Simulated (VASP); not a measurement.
Output of a VASP run:

### OSZICAR
```
       N       E                     dE             d eps       ncg     rms          rms(c)
DAV:   1    -0.895002905309E+01   -0.89500E+01   -0.23421E+00   589   0.184E+01    0.185E+01
DAV:   2    -0.895585548733E+01   -0.58264E-02   -0.68717E-02   587   0.370E+00    0.122E+01
DAV:   3    -0.895355576724E+01    0.22997E-02   -0.63441E-03   545   0.132E+00    0.744E+00
DAV:   4    -0.895282852092E+01    0.72725E-03   -0.69019E-04   476   0.343E-01    0.445E+00
DAV:   5    -0.895261327720E+01    0.21524E-03   -0.20170E-04   451   0.121E-01    0.265E+00
DAV:   6    -0.895255891880E+01    0.54358E-04   -0.48553E-05   501   0.601E-02    0.158E+00
DAV:   7    -0.895254347875E+01    0.15440E-04   -0.10043E-05   470   0.302E-02    0.938E-01
DAV:   8    -0.895254080743E+01    0.26713E-05   -0.27904E-06   476   0.153E-02    0.557E-01
DAV:   9    -0.895254010862E+01    0.69881E-06   -0.93274E-07   339   0.789E-03
   1 F= -.89525401E+01 E0= -.89525401E+01  d E =-.753327E-12
```

OUTCAR:
```
------------------------ aborting loop because EDIFF is reached ----------------------------------------
  FORCE on cell =-STRESS in cart. coord.  units (eV):
  Direction    XX          YY          ZZ          XY          YZ          ZX
  --------------------------------------------------------------------------------------
  Total        0.2769553      0.2769553      0.2769553     -0.0000000     -0.0000000      0.0000000
  in kB        7.8490177      7.8490177      7.8490177     -0.0000000     -0.0000000      0.0000000
  external PRESSURE =       7.8490177 kB  Pullay stress =       0.0000000 kB
  volume of cell :       56.53
      direct lattice vectors                 reciprocal lattice vectors
     0.000000000  3.046199522  3.046199522    -0.164138953  0.164138953  0.164138953
     3.046199522  0.000000000  3.046199522     0.164138953 -0.164138953  0.164138953
     3.046199522  3.046199522  0.000000000     0.164138953  0.164138953 -0.164138953
  FREE ENERGIE OF THE ION-ELECTRON SYSTEM (eV)
  ---------------------------------------------------
  free  energy   TOTEN  =        -8.9525401086 eV

  energy  without entropy=       -8.9525401086  energy(sigma->0) =       -8.95254011

  exchange ACFDT corr.  =         0.00000000  see jH, gK, PRB 81, 115126
```
(Selected blocks of OUTCAR.)

**POSCAR**
```
GaSb
1
    0.0000000000     3.0461995219     3.0461995219
    3.0461995219     0.0000000000     3.0461995219
    3.0461995219     3.0461995219     0.0000000000
Ga Sb
1 1
Direct
  0.0000000000   0.0000000000   0.0000000000
  0.2500000000   0.2500000000   0.2500000000
```

Reconstruct the remaining input files.

Several could match; the one computed here: the input of the run itself, HSE06 screened hybrid, plane waves, VASP's PBE PAW potentials (set 64).

File KPOINTS:
```
kpoints
0
G
  6 6 6
```

INCAR:
```
SYSTEM = GaSb
PREC = Accurate
ENCUT = 520
EDIFF = 1E-6
NELM = 60
ALGO = Normal
LREAL = .FALSE.
LASPH = .TRUE.
ISMEAR = 0
SIGMA = 0.05
GGA = PE
HFSCREEN = 0.2
AEXX = 0.25
LHFCALC = .TRUE.
PRECFOCK = Fast
ISYM = 3
LMAXMIX = 4
LWAVE = .FALSE.
LCHARG = .FALSE.
ISIF = 2
```

POTCAR, in this order: Ga_d Sb (PBE.64 set). Program: vasp_std. Read from the step before: WAVECAR.

The compound is GaSb in the zinc blende structure. This cell is one point of a volume scan, at 0.94 of the reference volume. The cell's shape comes from a PBE relaxation.
